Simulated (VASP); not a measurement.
Level of theory: PBEsol GGA, VASP's PBE PAW potentials (set 64) (plane waves; VASP).

A VASP calculation is set up with these files.

**INCAR**
```
# general
SYSTEM  =AlN
PREC    =Accurate
ENCUT   =520   # plane-wave cut-off (eV)
LREAL   =.False.   # projection in real space or not
LASPH   =.True.

# electronic loop
EDIFF   =1E-8
NELM    =100
ALGO    =Normal   # blocked Davidson

# smearing
ISMEAR  =0   # Gaussian
SIGMA   =0.01   # width (eV)

# functional
GGA     =PS   # PBEsol

# ions
IBRION  =8
NSW     =1   # most ionic steps

# output
LWAVE   =.False.
LCHARG  =.False.

# other
LEPSILON=.True.
```

**POSCAR**
```
AlN
1
   -0.0000000000     2.1887657021     2.1887657021
    2.1887657021     0.0000000000     2.1887657021
    2.1887657021     2.1887657021    -0.0000000000
Al N
1 1
Direct
  0.0000000000   0.0000000000   0.0000000000
  0.2500000000   0.2500000000   0.2500000000
```

File KPOINTS:
```
Automatic mesh
0
Gamma
10 10 10
0 0 0
```

POTCAR, in this order: Al N (PBE.64 set). Program: vasp_std.

Output

### OUTCAR
```
 ion  position               nearest neighbor table
   1  0.000  0.000  0.000-   2 1.90   2 1.90   2 1.90   2 1.90
   2  0.250  0.250  0.250-   1 1.90   1 1.90   1 1.90   1 1.90
  LATTYP: Found a face centered cubic cell.
 ALAT       =     4.3775314042
 Subroutine PRICEL returns:
 Original cell was already a primitive cell.
 Subroutine GETGRP returns: Found 24 space group operations
The static configuration has the point symmetry T_d .
The dynamic configuration has the point symmetry T_d .
 Subroutine INISYM returns: Found 24 space group operations
 Subroutine IBZKPT returns following result:
 Found     47 irreducible k-points:

 Following reciprocal coordinates:
            Coordinates               Weight
  0.000000  0.000000  0.000000      1.000000
  0.100000  0.000000  0.000000      8.000000
  0.200000  0.000000  0.000000      8.000000
  0.300000  0.000000  0.000000      8.000000
  0.400000  0.000000  0.000000      8.000000
  0.500000  0.000000  0.000000      4.000000
  0.100000  0.100000  0.000000      6.000000
  0.200000  0.100000  0.000000     24.000000
  0.300000  0.100000  0.000000     24.000000
  0.400000  0.100000  0.000000     24.000000
  0.500000  0.100000  0.000000     24.000000
 -0.400000  0.100000  0.000000     24.000000
 -0.300000  0.100000  0.000000     24.000000
 -0.200000  0.100000  0.000000     24.000000
 -0.100000  0.100000  0.000000     12.000000
  0.200000  0.200000  0.000000      6.000000
  0.300000  0.200000  0.000000     24.000000
  0.400000  0.200000  0.000000     24.000000
  0.500000  0.200000  0.000000     24.000000
 -0.400000  0.200000  0.000000     24.000000
 -0.300000  0.200000  0.000000     24.000000
 -0.200000  0.200000  0.000000     12.000000
  0.300000  0.300000  0.000000      6.000000
  0.400000  0.300000  0.000000     24.000000
...
```

**OUTCAR**
```


 HEAD OF MICROSCOPIC STATIC DIELECTRIC TENSOR (INDEPENDENT PARTICLE, excluding Hartree and local field effects)
 ------------------------------------------------------
           4.832213     0.000000    -0.000000
          -0.000000     4.832213    -0.000000
           0.000000    -0.000000     4.832213
 ------------------------------------------------------

 MACROSCOPIC STATIC DIELECTRIC TENSOR (including local field effects in DFT)
 ------------------------------------------------------
           4.640905    -0.000000    -0.000000
          -0.000000     4.640905     0.000000
          -0.000000     0.000000     4.640905
 ------------------------------------------------------

 PIEZOELECTRIC TENSOR (including local field effects)  for field in x, y, z        (e  Angst)
          XX          YY          ZZ          XY          YZ          ZX
  --------------------------------------------------------------------------------
  x    -0.00000     0.00000    -0.00000     0.00000    -0.80490     0.00000
  y     0.00000     0.00000     0.00000     0.00000     0.00000    -0.80490
  z    -0.00000     0.00000     0.00000    -0.80490     0.00000     0.00000

 PIEZOELECTRIC TENSOR (including local field effects)  for field in x, y, z        (C/m^2)
          XX          YY          ZZ          XY          YZ          ZX
  --------------------------------------------------------------------------------
  x    -0.00000     0.00000    -0.00000     0.00000    -0.61493     0.00000
  y     0.00000     0.00000     0.00000     0.00000     0.00000    -0.61493
  z    -0.00000     0.00000     0.00000    -0.61493     0.00000     0.00000

 BORN EFFECTIVE CHARGES (including local field effects) (in |e|, cummulative output)
 ---------------------------------------------------------------------------------
 ion    1
    1     2.53344    -0.00000     0.00000
    2     0.00000     2.53344     0.00000
    3    -0.00000     0.00000     2.53344
 ion    2
    1    -2.53344     0.00000    -0.00000
    2    -0.00000    -2.53344    -0.00000
    3     0.00000    -0.00000    -2.53344
```
(Selected blocks of OUTCAR.)

The compound is AlN in the zinc blende structure, a metastable form; wurtzite is the usual one. It was relaxed first.
